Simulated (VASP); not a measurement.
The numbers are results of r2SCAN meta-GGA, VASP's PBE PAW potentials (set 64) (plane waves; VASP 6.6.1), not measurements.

The input files of a VASP run:

**POSCAR**
```
AuAl2
1
   -0.0000000000     2.8785011287     2.8785011287
    2.8785011287     0.0000000000     2.8785011287
    2.8785011287     2.8785011287    -0.0000000000
Al Au
2 1
Direct
  0.2500000000   0.2500000000   0.2500000000
  0.7500000000   0.7500000000   0.7500000000
  0.0000000000   0.0000000000   0.0000000000
```

### INCAR
```
EDIFFG=-0.01   # ionic stop
ISMEAR=1   # Methfessel-Paxton
PREC=Accurate
LREAL=.False.
METAGGA=R2SCAN
ENCUT=480   # plane-wave cut-off (eV)
SIGMA=0.1   # width (eV)
LMIXTAU=.True.
SYSTEM=AuAl2
PSTRESS=200   # kbar
LCHARG=.False.
LASPH=.True.   # aspherical one-centre terms
ISIF=3   # ions, shape and volume
EDIFF=1E-7
LWAVE=.False.
LMAXMIX=6
IBRION=2   # conjugate gradients
NSW=40
ALGO=Normal
NELM=100   # most electronic steps
```

**KPOINTS**
```
kpoints
0
Gamma
  8 8 8
0 0 0
```

POTCAR, in this order: Al Au (PBE.64 set). Program: vasp_std.

The resulting files:

File OSZICAR:
```
       N       E                     dE             d eps       ncg     rms          rms(c)
DAV:   1     0.365043195104E+01    0.36504E+01   -0.72520E+03   704   0.115E+03
DAV:   2    -0.687205841316E+02   -0.72371E+02   -0.67585E+02   776   0.208E+02
DAV:   3    -0.705127820633E+02   -0.17922E+01   -0.17768E+01   896   0.330E+01
DAV:   4    -0.705277710356E+02   -0.14989E-01   -0.14986E-01   812   0.346E+00
DAV:   5    -0.705280142042E+02   -0.24317E-03   -0.24317E-03   884   0.475E-01    0.119E+01
DAV:   6    -0.651915429307E+02    0.53365E+01   -0.89520E+00   812   0.365E+01    0.557E+00
DAV:   7    -0.651512187018E+02    0.40324E-01   -0.58282E-01   780   0.852E+00    0.261E+00
DAV:   8    -0.651880965920E+02   -0.36878E-01   -0.11194E-01   732   0.260E+00    0.583E-01
DAV:   9    -0.651889336097E+02   -0.83702E-03   -0.35219E-02   716   0.158E+00    0.191E-01
DAV:  10    -0.652006359895E+02   -0.11702E-01   -0.91585E-03   716   0.960E-01    0.113E-01
DAV:  11    -0.652003577071E+02    0.27828E-03   -0.74690E-04   804   0.308E-01    0.387E-02
DAV:  12    -0.652007923952E+02   -0.43469E-03   -0.47962E-04   704   0.248E-01    0.919E-03
DAV:  13    -0.652008512781E+02   -0.58883E-04   -0.66033E-05   756   0.104E-01    0.456E-03
DAV:  14    -0.652008513677E+02   -0.89678E-07   -0.31660E-06   832   0.227E-02    0.183E-03
DAV:  15    -0.652008524800E+02   -0.11123E-05   -0.98653E-07   744   0.126E-02    0.109E-03
DAV:  16    -0.652008525899E+02   -0.10989E-06   -0.47291E-08   424   0.236E-03    0.535E-04
DAV:  17    -0.652008526812E+02   -0.91306E-07   -0.46064E-08   392   0.249E-03
   1 F= -.59246307E+02 E0= -.59245985E+02  d E =-.592463E+02
```

File OUTCAR:
```
------------------------ aborting loop because EDIFF is reached ----------------------------------------
  FORCE on cell =-STRESS in cart. coord.  units (eV):
  Direction    XX          YY          ZZ          XY          YZ          ZX
  --------------------------------------------------------------------------------------
  Total        5.9602917      5.9602917      5.9602917      0.0000000      0.0000000     -0.0000000
  in kB      200.1930016    200.1930016    200.1930016      0.0000000      0.0000000     -0.0000000
  external PRESSURE =       0.1930016 kB  Pullay stress =     200.0000000 kB
  volume of cell :       47.70
      direct lattice vectors                 reciprocal lattice vectors
     0.000000000  2.878501129  2.878501129    -0.173701513  0.173701513  0.173701513
     2.878501129  0.000000000  2.878501129     0.173701513 -0.173701513  0.173701513
     2.878501129  2.878501129  0.000000000     0.173701513  0.173701513 -0.173701513
 POSITION                                       TOTAL-FORCE (eV/Angst)
 -----------------------------------------------------------------------------------
      1.43925      1.43925      1.43925         0.000000      0.000000     -0.000000
      4.31775      4.31775      4.31775        -0.000000     -0.000000      0.000000
      0.00000      0.00000      0.00000         0.000000      0.000000      0.000000
 -----------------------------------------------------------------------------------
    total drift:                                0.000000     -0.000000     -0.000000
  FREE ENERGIE OF THE ION-ELECTRON SYSTEM (eV)
  ---------------------------------------------------
  free  energy   TOTEN  =       -65.2008526812 eV

  energy  without entropy=      -65.1998858937  energy(sigma->0) =      -65.20053042
  enthalpy is  TOTEN    =       -59.2463071396 eV   P V=        5.9545455416

 reached required accuracy - stopping structural energy minimisation
```
(Selected blocks of OUTCAR.)

File OUTCAR:
```
 val. band max:        9.0788576773   @ k =   0.3750   0.1250   0.0000

 cond. band min:       9.3793514304   @ k =   0.3750   0.1250   0.0000


 Fermi energy:         9.3627826660

 k-point     1 :       0.0000    0.0000    0.0000
  band No.  band energies     occupation
      1      -2.8357      2.00000
      2       1.5371      2.00000
      3       1.5371      2.00000
      4       1.5371      2.00000
      5       2.6786      2.00000
      6       2.6786      2.00000
      7      12.3178      0.00000
      8      12.3178      0.00000
      9      12.3178      0.00000
     10      13.1489      0.00000
     11      14.0617      0.00000
     12      14.0617      0.00000

 k-point     2 :       0.1250    0.0000    0.0000
  band No.  band energies     occupation
      1      -2.5987      2.00000
      2       1.4772      2.00000
      3       1.5996      2.00000
      4       1.5996      2.00000
      5       2.6670      2.00000
      6       2.6670      2.00000
      7       9.9501     -0.00000
      8      11.7011      0.00000
      9      11.7011      0.00000
     10      13.1732      0.00000
     11      14.7505      0.00000
     12      14.7505      0.00000

 k-point     3 :       0.2500    0.0000    0.0000
  band No.  band energies     occupation
      1      -1.9253      2.00000
      2       1.3715      2.00000
      3       1.7285      2.00000
      4       1.7285      2.00000
      5       2.6830      2.00000
      6       2.6830      2.00000
      7       7.0126      2.00000
      8      10.6924     -0.00000
      9      10.6925     -0.00000
     10      13.3576      0.00000
     11      14.3653      0.00000
     12      14.3653      0.00000

 k-point     4 :       0.3750    0.0000    0.0000
  band No.  band energies     occupation
      1      -1.0134      2.00000
      2       1.4529      2.00000
      3       1.8063      2.00000
      4       1.8063      2.00000
      5       2.7882      2.00000
      6       2.7882      2.00000
...
```

Unless said otherwise, spin-orbit coupling is left out, though it shifts the bands of the heavy elements here.

The compound is AuAl2 in the fluorite structure. It was relaxed first under an external pressure of 20 GPa. The electron count is odd and the run is not spin-polarised, which forces a metal.
